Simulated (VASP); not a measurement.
Output of a VASP run:

OUTCAR:
```
 ion  position               nearest neighbor table
   1  0.333  0.667  0.250-   4 2.35   5 2.35   4 2.35   5 2.35   4 2.35   5 2.35
   2  0.667  0.333  0.750-   3 2.35   6 2.35   3 2.35   6 2.35   3 2.35   6 2.35
   3  0.333  0.667  0.877-   2 2.35   2 2.35   2 2.35
   4  0.667  0.333  0.377-   1 2.35   1 2.35   1 2.35
   5  0.667  0.333  0.123-   1 2.35   1 2.35   1 2.35
   6  0.333  0.667  0.623-   2 2.35   2 2.35   2 2.35
  LATTYP: Found a hexagonal cell.
 ALAT       =     3.0965554438
 C/A-ratio  =     3.8961222392
 Subroutine PRICEL returns:
 Original cell was already a primitive cell.
 Subroutine GETGRP returns: Found 24 space group operations
The static configuration has the point symmetry D_3d.
 The point group associated with its full space group is D_6h.
The dynamic configuration has the point symmetry D_3d.
 Subroutine INISYM returns: Found 24 space group operations
 Subroutine IBZKPT returns following result:
 Found     20 irreducible k-points:

 Following reciprocal coordinates:
            Coordinates               Weight
  0.000000  0.000000  0.000000      1.000000
  0.125000  0.000000  0.000000      6.000000
  0.250000  0.000000  0.000000      6.000000
  0.375000  0.000000  0.000000      6.000000
  0.500000  0.000000  0.000000      3.000000
  0.125000  0.125000  0.000000      6.000000
  0.250000  0.125000  0.000000     12.000000
  0.375000  0.125000  0.000000     12.000000
  0.250000  0.250000  0.000000      6.000000
  0.375000  0.250000  0.000000      6.000000
  0.000000  0.000000  0.500000      1.000000
  0.125000  0.000000  0.500000      6.000000
  0.250000  0.000000  0.500000      6.000000
  0.375000  0.000000  0.500000      6.000000
  0.500000  0.000000  0.500000      3.000000
  0.125000  0.125000  0.500000      6.000000
  0.250000  0.125000  0.500000     12.000000
  0.375000  0.125000  0.500000     12.000000
  0.250000  0.250000  0.500000      6.000000
  0.375000  0.250000  0.500000      6.000000
   k-points           NKPTS =     20   k-points in BZ     NKDIM =     20   number of bands    NBANDS=     31
   number of dos      NEDOS =    301   number of ions     NIONS =      6
   total plane-waves  NPLWV =  51840
   dimension x,y,z NGX =    24 NGY =   24 NGZ =   90
   dimension x,y,z NGXF=    48 NGYF=   48 NGZF=  180
   ions per type =               2   4
   PREC   = accura    normal or accurate (medium, high low for compatibility)
   ISTART =      0    job   : 0-new  1-cont  2-samecut
   ICHARG =      2    charge: 1-file 2-atom 10-const
   ISPIN  =      1    spin polarized calculation?
   LNONCOLLINEAR =      F non collinear calculations
   LSORBIT =      F    spin-orbit coupling
   INIWAV =      1    electr: 0-lowe 1-rand  2-diag
   ENCUT  =  520.0 eV  38.22 Ry    6.18 a.u.   5.76  5.76 22.43*2*pi/ulx,y,z
   NELM   =    100;   NELMIN=  2; NELMDL= -5     # of ELM steps
   EDIFF  = 0.1E-06   stopping-criterion for ELM
   LREAL  =      F    real-space projection
   NLSPLINE    = F    spline interpolate recip. space projectors
   LMAXMIX     =    4 max onsite mixed and CHGCAR
   VOSKOWN=      0    Vosko Wilk Nusair interpolation
   EDIFFG = -.1E-01   stopping-criterion for IOM
   NSW    =     30    number of steps for IOM
   NBLOCK =      1;   KBLOCK =     30    inner block; outer block
   IBRION =      2    ionic relax: 0-MD 1-quasi-New 2-CG
   NFREE  =      1    steps in history (QN), initial steepest desc. (CG)
   ISIF   =      4    stress and relaxation
   ISYM   =      2    0-nonsym 1-usesym 2-fastsym
   TEIN   =    0.0    initial temperature
   TEBEG  =    0.0;   TEEND  =   0.0 temperature during run
   SMASS  =  -3.00    Nose mass-parameter (am)
   PSTRESS=    0.0 pullay stress
   NELECT =      52.0000    total number of electrons
   EFERMI =   0.00;   METHOD = LEGACY
   ISMEAR =     0;   SIGMA  =   0.05  broadening in eV -4-tet -1-fermi 0-gaus
   IALGO  =     38    algorithm
   LDIAG  =      T    sub-space diagonalisation (order eigenvalues)
   IMIX   =      4    mixing-type and parameters
     AMIX     =   0.40;   BMIX     =  1.00
...
```

### OSZICAR
```
...
DAV:   8    -0.434167745699E+02   -0.61054E-06   -0.24018E-05  1545   0.288E-02    0.583E-03
DAV:   9    -0.434167743257E+02    0.24414E-06   -0.35244E-06  1429   0.923E-03    0.166E-03
DAV:  10    -0.434167743923E+02   -0.66540E-07   -0.22915E-07  1122   0.272E-03
   4 F= -.45127508E+02 E0= -.45127508E+02  d E =-.377037E-01
       N       E                     dE             d eps       ncg     rms          rms(c)
DAV:   1    -0.434796185328E+02   -0.62844E-01   -0.33225E+00  1256   0.117E+01    0.194E+00
DAV:   2    -0.434352533712E+02    0.44365E-01   -0.30493E-01  1502   0.310E+00    0.122E+00
DAV:   3    -0.434251616147E+02    0.10092E-01   -0.30961E-02  1473   0.104E+00    0.408E-01
DAV:   4    -0.434215325096E+02    0.36291E-02   -0.12467E-02  1433   0.600E-01    0.272E-01
DAV:   5    -0.434215114598E+02    0.21050E-04   -0.80536E-04  1429   0.150E-01    0.726E-02
DAV:   6    -0.434214646243E+02    0.46836E-04   -0.34257E-04  1552   0.940E-02    0.341E-02
DAV:   7    -0.434214671302E+02   -0.25059E-05   -0.49592E-05  1642   0.390E-02    0.153E-02
DAV:   8    -0.434214672623E+02   -0.13213E-06   -0.98379E-06  1545   0.186E-02    0.395E-03
DAV:   9    -0.434214672236E+02    0.38694E-07   -0.79421E-07  1431   0.491E-03
   5 F= -.45134636E+02 E0= -.45134636E+02  d E =-.448317E-01
       N       E                     dE             d eps       ncg     rms          rms(c)
DAV:   1    -0.434214896731E+02   -0.22411E-04   -0.88406E-03  1254   0.606E-01    0.104E-01
DAV:   2    -0.434213708288E+02    0.11884E-03   -0.81150E-04  1501   0.161E-01    0.633E-02
DAV:   3    -0.434213441455E+02    0.26683E-04   -0.81843E-05  1464   0.539E-02    0.213E-02
DAV:   4    -0.434213344322E+02    0.97133E-05   -0.33774E-05  1432   0.312E-02    0.148E-02
DAV:   5    -0.434213343877E+02    0.44496E-07   -0.23385E-06  1322   0.815E-03    0.362E-03
DAV:   6    -0.434213343197E+02    0.67960E-07   -0.10401E-06  1315   0.550E-03    0.184E-03
DAV:   7    -0.434213343434E+02   -0.23691E-07   -0.11134E-07   839   0.232E-03
   6 F= -.45134638E+02 E0= -.45134638E+02  d E =-.448344E-01
       N       E                     dE             d eps       ncg     rms          rms(c)
DAV:   1    -0.434213092141E+02    0.25106E-04   -0.14519E-02  1254   0.485E-01    0.127E-01
DAV:   2    -0.434213597981E+02   -0.50584E-04   -0.67340E-04  1474   0.114E-01    0.536E-02
DAV:   3    -0.434213565620E+02    0.32361E-05   -0.14876E-05  1442   0.228E-02    0.363E-02
DAV:   4    -0.434213565453E+02    0.16728E-07   -0.17730E-05  1531   0.221E-02    0.130E-02
DAV:   5    -0.434213550124E+02    0.15328E-05   -0.81955E-06  1429   0.150E-02    0.238E-03
DAV:   6    -0.434213550365E+02   -0.24042E-07   -0.52725E-07  1233   0.347E-03
   7 F= -.45134668E+02 E0= -.45134668E+02  d E =-.299632E-04
       N       E                     dE             d eps       ncg     rms          rms(c)
DAV:   1    -0.434213713441E+02   -0.16332E-04   -0.22853E-03  1254   0.192E-01    0.495E-02
DAV:   2    -0.434213802909E+02   -0.89468E-05   -0.10404E-04  1474   0.452E-02    0.216E-02
DAV:   3    -0.434213801682E+02    0.12267E-06   -0.21036E-06  1304   0.860E-03    0.146E-02
DAV:   4    -0.434213805993E+02   -0.43110E-06   -0.25455E-06  1546   0.847E-03    0.506E-03
DAV:   5    -0.434213803810E+02    0.21838E-06   -0.11063E-06  1273   0.556E-03    0.105E-03
DAV:   6    -0.434213803578E+02    0.23127E-07   -0.70120E-08   732   0.140E-03
   8 F= -.45134690E+02 E0= -.45134690E+02  d E =-.514939E-04
```

File OUTCAR:
```
------------------------ aborting loop because EDIFF is reached ----------------------------------------
 Edisp (eV)   -1.71331
  FORCE on cell =-STRESS in cart. coord.  units (eV):
  Direction    XX          YY          ZZ          XY          YZ          ZX
  --------------------------------------------------------------------------------------
  Total       2.11202     2.11202     2.14422     0.00000     0.00000     0.00000
  in kB      33.77607    33.77606    34.29105     0.00000     0.00000     0.00000
  external pressure =       33.95 kB  Pullay stress =        0.00 kB
  volume of cell :      100.18
      direct lattice vectors                 reciprocal lattice vectors
     1.566625659 -2.713474886 -0.000000000     0.319157290 -0.184265571  0.000000000
     1.566625659  2.713474886 -0.000000000     0.319157290  0.184265571  0.000000000
    -0.000000000 -0.000000000 11.783621161     0.000000000  0.000000000  0.084863556
 POSITION                                       TOTAL-FORCE (eV/Angst)
 -----------------------------------------------------------------------------------
      1.56663      0.90449      2.94591        -0.000000      0.000000     -0.000000
      1.56663     -0.90449      8.83772         0.000000     -0.000000     -0.000000
      1.56663      0.90449     10.40293        -0.000000     -0.000000      0.000459
      1.56663     -0.90449      4.51112         0.000000      0.000000      0.000459
      1.56663     -0.90449      1.38069         0.000000      0.000000     -0.000459
      1.56663      0.90449      7.27250        -0.000000      0.000000     -0.000459
 -----------------------------------------------------------------------------------
    total drift:                                0.000216      0.001566     -0.000030
  FREE ENERGIE OF THE ION-ELECTRON SYSTEM (eV)
  ---------------------------------------------------
  free  energy   TOTEN  =       -45.1346898770 eV

  energy  without entropy=      -45.1346898770  energy(sigma->0) =      -45.13468988

 reached required accuracy - stopping structural energy minimisation
```
(Selected blocks of OUTCAR.)

POSCAR:
```
MoS2
1
    1.5482778390    -2.6816956109     0.0000000000
    1.5482778390     2.6816956109     0.0000000000
    0.0000000000     0.0000000000    12.0645585292
Mo S
2 4
Direct
  0.3333330000   0.6666670000   0.2500000000
  0.6666670000   0.3333330000   0.7500000000
  0.3333330000   0.6666670000   0.8769591542
  0.6666670000   0.3333330000   0.3769591542
  0.6666670000   0.3333330000   0.1230408458
  0.3333330000   0.6666670000   0.6230408458
```

Problem. Reconstruct the remaining input files.

Solution. This is not unique; one that fits is the input of the run itself, PBE GGA with D3 dispersion (zero damping), plane waves, VASP's PBE PAW potentials (set 64).

### KPOINTS
```
Automatic mesh
0
Gamma
8 8 2
0 0 0
```

INCAR:
```
ALGO = Normal
EDIFF = 1E-7
EDIFFG = -0.01
ENCUT = 520
GGA = PE
IBRION = 2
ISIF = 4
ISMEAR = 0
IVDW = 11
LASPH = .TRUE.
LCHARG = .FALSE.
LMAXMIX = 4
LREAL = .FALSE.
LWAVE = .FALSE.
NELM = 100
NSW = 30
PREC = Accurate
SIGMA = 0.05
SYSTEM = MoS2
```

POTCAR, in this order: Mo_sv S (PBE.64 set). Program: vasp_std.

The compound is MoS2 in the 2H layered structure. This cell is one point of a volume scan, at 0.94 of the reference volume. Symmetry was kept, so distortions that lower it aren't found.
